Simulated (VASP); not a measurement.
# Ga2Ge2Se3 (P3m1) in VASP: relaxation of cell and atoms with PBE

Aim: the relaxation of cell and atoms of Ga2Ge2Se3 with PBE.

Program: VASP 6.6.1. These are calculated values, not measurements. Logs are shortened: lines on timing, memory, paths and dates and some standing lists are left out, and cuts for length are marked.

### Step 1. Starting point

Symmetry: P3m1, No. 156, trigonal system. The conventional cell has a = 3.909 Å, b = 3.909 Å, c = 13.289 Å, α = 90.00°, β = 90.00°, γ = 120.00°. Around Ga (site symmetry 3m) lie 4 Se at 2.40 to 2.50 Å. Ga (site symmetry 3m) is surrounded by 6 Se at 2.59 to 2.73 Å. Ge (site symmetry 3m) is surrounded by 3 Ge at 2.44 Å. Ge (site symmetry 3m) has 3 Ge at 2.44 Å as nearest neighbours. Se (site symmetry 3m) has 3 Ga at 2.50 Å as nearest neighbours. Around Se (site symmetry 3m) lie 4 Ga at 2.40 to 2.73 Å. Around Se (site symmetry 3m) lie 3 Ga at 2.59 Å.

The cell was built by a generator and needn't be a form met in nature.

### Step 2. Relaxation of cell and atoms, PBE

Input file INCAR:

```
SYSTEM = Ga2Ge2Se3
  ALGO = Normal
  EDIFF = 1E-6
  EDIFFG = -0.01
  ENCUT = 520
  GGA = PE
  IBRION = 2
  ISIF = 3
  ISMEAR = 0
  KPAR = 4
  LASPH = .TRUE.
  LCHARG = .FALSE.
  LREAL = .FALSE.
  LWAVE = .FALSE.
  NELM = 120
  NSW = 90
  PREC = Accurate
  SIGMA = 0.1
```

Input file KPOINTS:

```
k-points
0
G
  10 10 4
  0 0 0
```

Input file POSCAR:

```
Ga2Ge2Se3
1.0
    3.9087480000      0.0000000000      0.0000000000
   -1.9543740000      3.3850750700      0.0000000000
    0.0000000000      0.0000000000     13.2890000000
Ga Ge Se
2 2 3
Direct
    0.3333333300      0.6666666700      0.4074798700
    0.0000000000      0.0000000000      0.1115960600
    0.0000000000      0.0000000000      0.7248099900
    0.3333333300      0.6666666700      0.7941906800
    0.6666666700      0.3333333300      0.4888253400
    0.3333333300      0.6666666700      0.2268793700
    0.6666666700      0.3333333300      0.0162540400
```

Potentials or basis: VASP PAW PBE potentials, release 64 (Ga_d, Ge_d, Se).

Command:

```console
> cat potpaw_PBE.64/Ga_d/POTCAR potpaw_PBE.64/Ge_d/POTCAR potpaw_PBE.64/Se/POTCAR > POTCAR
> mpirun -np 4 vasp_std > vasp.out
```

OUTCAR:

```text
SYSTEM = Ga2Ge2Se3
   EDIFF = 1E-6
   EDIFFG = -0.01
   ENCUT = 520
   GGA = PE
   IBRION = 2
   ISIF = 3
   ISMEAR = 0
   LASPH = .TRUE.
   LREAL = .FALSE.
   NELM = 120
   NSW = 90
   PREC = Accurate

 ion  position               nearest neighbor table
   1  0.333  0.667  0.407-   6 2.40   5 2.50   5 2.50   5 2.50
   2  0.000  0.000  0.112-   7 2.59   7 2.59   7 2.59   6 2.73   6 2.73   6 2.73
   3  0.000  0.000  0.725-   4 2.44   4 2.44   4 2.44
   4  0.333  0.667  0.794-   3 2.44   3 2.44   3 2.44
   5  0.667  0.333  0.489-   1 2.50   1 2.50   1 2.50
   6  0.333  0.667  0.227-   1 2.40   2 2.73   2 2.73   2 2.73
   7  0.667  0.333  0.016-   2 2.59   2 2.59   2 2.59

  LATTYP: Found a hexagonal cell.
 ALAT       =     3.9087480000
 C/A-ratio  =     3.3998098624

  Lattice vectors:

 A1 = (   3.9087480000,   0.0000000000,   0.0000000000)
 A2 = (  -1.9543740000,   3.3850750700,   0.0000000000)
 A3 = (   0.0000000000,   0.0000000000,  13.2890000000)

Analysis of symmetry for initial positions (statically):
=====================================================================
 Subroutine PRICEL returns:
 Original cell was already a primitive cell.

 Routine SETGRP: Setting up the symmetry group for a
 hexagonal supercell.

 Subroutine GETGRP returns: Found  6 space group operations
 (whereof  6 operations were pure point group operations)
 out of a pool of 24 trial point group operations.

The static configuration has the point symmetry C_3v.

Analysis of symmetry for dynamics (positions and initial velocities):
=====================================================================
 Subroutine PRICEL returns:
 Original cell was already a primitive cell.

 Routine SETGRP: Setting up the symmetry group for a
 hexagonal supercell.

 Subroutine GETGRP returns: Found  6 space group operations
 (whereof  6 operations were pure point group operations)
 out of a pool of 24 trial point group operations.

The dynamic configuration has the point symmetry C_3v.

 Subroutine INISYM returns: Found  6 space group operations
 (whereof  6 operations are pure point group operations),
 and found     1 'primitive' translations

----------------------------------------------------------------------------------------

                                     Primitive cell

[... 122 lines left out ...]
  Fermi-wavevector in a.u.,A,eV,Ry     =   1.215681  2.297304 20.107777  1.477880
  Thomas-Fermi vector in A             =   2.351060
   LORBIT       =      0    0 simple, 1 ext, 2 COOP (PROOUT), +10 PAW based schemes
   GGA     = PE    functional components
   LHFCALC =     F    Hartree Fock is set to
   AEXX    =    0.0000 exact exchange contribution
   IVDW    =     0    specifies the selected vdW correction
   LEPSILON=     F    determine dielectric tensor
   LRPA    =     F    only Hartree local field effects (RPA)
 conjugate gradient relaxation of ions
 non-spin polarized calculation
 Gauss-broadening in eV      SIGMA  =   0.10
  energy-cutoff  :      520.00
  volume of cell :      175.83
 maximum number of plane-waves:      4783
 NGX is ok and might be reduce to    30
   NGX = 15   NGY = 15   NGZ = 49

--------------------------------------- Ionic step        1  -------------------------------------------

 number of electron      72.0000006 magnetization

 Free energy of the ion-electron system (eV)
  ---------------------------------------------------
  ext. energy  EPLUGINS =         0.00000000
  ---------------------------------------------------
  free energy    TOTEN  =       -26.87621077 eV

  energy without entropy =      -26.86826512  energy(sigma->0) =      -26.87223795

------------------------ aborting loop because EDIFF is reached ----------------------------------------

  FORCE on cell =-STRESS in cart. coord.  units (eV):
  Direction    XX          YY          ZZ          XY          YZ          ZX
  --------------------------------------------------------------------------------------
  -------------------------------------------------------------------------------------
  Total        0.0060730      0.0060730     -0.1619381     -0.0000000      0.0000000      0.0000000
  in kB        0.0553371      0.0553371     -1.4755755     -0.0000000      0.0000000      0.0000000
  external PRESSURE =      -0.4549671 kB  Pullay stress =       0.0000000 kB
[... 104 lines left out ...]
  FREE ENERGIE OF THE ION-ELECTRON SYSTEM (eV)
  ---------------------------------------------------
  free  energy   TOTEN  =       -26.8959813785 eV

  energy  without entropy=      -26.8916350089  energy(sigma->0) =      -26.89380819

[... ionic steps 4 to 32 ...]

--------------------------------------- Ionic step       33  -------------------------------------------

 number of electron      72.0000009 magnetization

------------------------ aborting loop because EDIFF is reached ----------------------------------------
[... 77 lines left out ...]
--------------------------------------- Ionic step       35  -------------------------------------------

 number of electron      72.0000008 magnetization

 Free energy of the ion-electron system (eV)
  ---------------------------------------------------
  ext. energy  EPLUGINS =         0.00000000
  ---------------------------------------------------
  free energy    TOTEN  =       -26.91554490 eV

  energy without entropy =      -26.91360689  energy(sigma->0) =      -26.91457589

 E-fermi :   3.2624     XC(G=0):  -9.0907

 val. band max:        3.2608622531   @ k =   0.0000   0.0000   0.0000
 cond. band min:       3.3154711086   @ k =   0.0000   0.0000   0.5000
 fundamental gap:      0.0546088554
 Fermi energy:         3.2623745998

 k-point     1 :       0.0000    0.0000    0.0000
  band No.  band energies     occupation
      1     -21.0466      2.00000
      2     -21.0466      2.00000
      3     -20.9747      2.00000
      4     -20.9747      2.00000
      5     -20.9648      2.00000
      6     -20.8993      2.00000
[... 1093 lines left out ...]
     42       6.9560      0.00000
     43       7.7969      0.00000

 [... further k-points ...]

------------------------ aborting loop because EDIFF is reached ----------------------------------------

  FORCE on cell =-STRESS in cart. coord.  units (eV):
  Direction    XX          YY          ZZ          XY          YZ          ZX
  --------------------------------------------------------------------------------------
  -------------------------------------------------------------------------------------
  Total       -0.0686123     -0.0686123     -0.0372846     -0.0000000      0.0000000      0.0000000
  in kB       -0.6040095     -0.6040095     -0.3282246     -0.0000000      0.0000000      0.0000000
  external PRESSURE =      -0.5120812 kB  Pullay stress =       0.0000000 kB
[... 22 lines left out ...]
  FREE ENERGIE OF THE ION-ELECTRON SYSTEM (eV)
  ---------------------------------------------------
  free  energy   TOTEN  =       -26.9155449008 eV

  energy  without entropy=      -26.9136068873  energy(sigma->0) =      -26.91457589

 reached required accuracy - stopping structural energy minimisation
```

OSZICAR:

```text
N       E                     dE             d eps       ncg     rms          rms(c)
DAV:   1     0.733117992897E+03    0.73312E+03   -0.34003E+04  5064   0.313E+03
DAV:   2     0.124193124333E+03   -0.60892E+03   -0.59303E+03  4404   0.855E+02
DAV:   3    -0.165708000538E+02   -0.14076E+03   -0.13810E+03  5044   0.225E+02
[... 272 lines left out ...]
DAV:   4    -0.269155419621E+02    0.45642E-06   -0.32373E-06  3869   0.256E-02
  34 F= -.26915542E+02 E0= -.26914572E+02  d E =-.968496E-05
       N       E                     dE             d eps       ncg     rms          rms(c)
DAV:   1    -0.269155471202E+02   -0.47016E-05   -0.25053E-04  4855   0.977E-02    0.108E-02
DAV:   2    -0.269155457961E+02    0.13241E-05   -0.12376E-05  5240   0.437E-02    0.602E-03
DAV:   3    -0.269155449008E+02    0.89528E-06   -0.21085E-06  2794   0.287E-02
  35 F= -.26915545E+02 E0= -.26914576E+02  d E =-.126236E-04
```

CONTCAR:

```text
Ga2Ge2Se3
   1.00000000000000
     3.9238274290802919   -0.0000000000000001    0.0000000000000000
    -1.9619137145401460    3.3981342387156812    0.0000000000000003
    -0.0000000000000002    0.0000000000000009   13.6495514193074996
  Ga              Ge              Se
     2     2     3
Direct
     0.3333333300000021    0.6666666699999979    0.4017012659597561
     0.0000000000000000    0.0000000000000000    0.1131604604810891
     0.0000000000000000    0.0000000000000000    0.7336820441390509
     0.3333333300000021    0.6666666699999979    0.7898847361247867
     0.6666666699999979    0.3333333300000021    0.4824792031391412
     0.3333333300000021    0.6666666699999979    0.2272692860259277
     0.6666666699999979    0.3333333300000021    0.0218583541302415

  0.00000000E+00  0.00000000E+00  0.00000000E+00
  0.00000000E+00  0.00000000E+00  0.00000000E+00
  0.00000000E+00  0.00000000E+00  0.00000000E+00
  0.00000000E+00  0.00000000E+00  0.00000000E+00
  0.00000000E+00  0.00000000E+00  0.00000000E+00
  0.00000000E+00  0.00000000E+00  0.00000000E+00
  0.00000000E+00  0.00000000E+00  0.00000000E+00
```

It took 32 min on 4 MPI ranks of Intel Xeon Platinum 8259CL at 2.50GHz (Skylake/Cascade Lake), shared host; peak memory 0.53 GiB.

Results:

```yaml
Free_energy: -26.9155 eV
Relaxed_volume: 26.00 Å³/atom
Relaxed_cell: a = 3.924 Å, b = 3.924 Å, c = 13.650 Å, α = 90.00°, β = 90.00°, γ = 120.00°
Space_group_after_relaxing_to_0.05_Å: P3m1 (No. 156)
Energy_gained_by_relaxing: 5.6 meV/atom
Ionic_steps: 35
Pressure_after_relaxing: -0.1 GPa
Largest_force_after_relaxing: 0.008 eV/Å
Band_gap_on_the_k_mesh: none (metal or under the smearing width)
```

Forces on the atoms (eV/Å):
```
Ga   0.000  0.000 -0.006
Ga   0.000  0.000  0.003
Ge   0.000  0.000  0.008
Ge   0.000  0.000  0.000
Se   0.000  0.000 -0.007
Se   0.000  0.000  0.001
Se   0.000  0.000  0.000
```

Step by step:
```tsv
step	energy change (eV)	largest force (eV/Å)	pressure (GPa)	volume (Å³)
1	0.0000	0.3799	-0.05	175.83
2	-0.0145	0.3140	0.11	175.65
3	-0.0198	0.2837	0.28	175.47
4	-0.0294	0.1600	0.18	176.37
5	-0.0319	0.1167	0.12	177.02
6	-0.0320	0.1216	0.07	177.18
7	-0.0334	0.0739	0.02	177.53
8	-0.0337	0.0664	-0.03	177.83
9	-0.0341	0.0370	0.05	177.79
10	-0.0343	0.0327	0.09	177.76
11	-0.0346	0.0261	0.06	177.93
12	-0.0354	0.0326	0.02	178.43
13	-0.0363	0.0739	-0.11	179.42
14	-0.0357	0.1547	-0.36	181.43
15	-0.0365	0.0982	-0.24	180.09
16	-0.0366	0.0996	-0.22	180.14
17	-0.0370	0.0978	-0.17	180.29
18	-0.0376	0.0953	-0.12	180.57
19	-0.0381	0.1112	0.02	181.15
20	-0.0385	0.0903	-0.01	181.23
21	-0.0390	0.0535	0.03	181.37
22	-0.0392	0.0357	0.06	181.66
23	-0.0392	0.0224	0.10	181.55
24	-0.0392	0.0259	0.05	181.57
25	-0.0392	0.0232	0.07	181.56
26	-0.0393	0.0101	0.05	181.78
27	-0.0393	0.0162	-0.02	182.17
28	-0.0393	0.0137	-0.03	182.07
29	-0.0393	0.0118	0.03	181.92
30	-0.0393	0.0105	-0.03	182.01
31	-0.0393	0.0111	0.01	181.97
32	-0.0393	0.0101	-0.05	181.99
33	-0.0393	0.0113	0.00	181.98
34	-0.0393	0.0075	-0.06	181.99
35	-0.0393	0.0079	-0.05	182.00
```

Final structure:
```yaml
crystal:
  lattice:
    - [3.92383, 0.00000, 0.00000]
    - [-1.96191, 3.39813, 0.00000]
    - [0.00000, 0.00000, 13.64955]
  atoms:
    - { symbol: Ga, position: [0.33333, 0.66667, 0.40170] }
    - { symbol: Ga, position: [0.00000, 0.00000, 0.11316] }
    - { symbol: Ge, position: [0.00000, 0.00000, 0.73368] }
    - { symbol: Ge, position: [0.33333, 0.66667, 0.78988] }
    - { symbol: Se, position: [0.66667, 0.33333, 0.48248] }
    - { symbol: Se, position: [0.33333, 0.66667, 0.22727] }
    - { symbol: Se, position: [0.66667, 0.33333, 0.02186] }
```

Caveat: this functional lacks dispersion, which binds the layers, so the pressure and a relaxed spacing across them are unreliable.
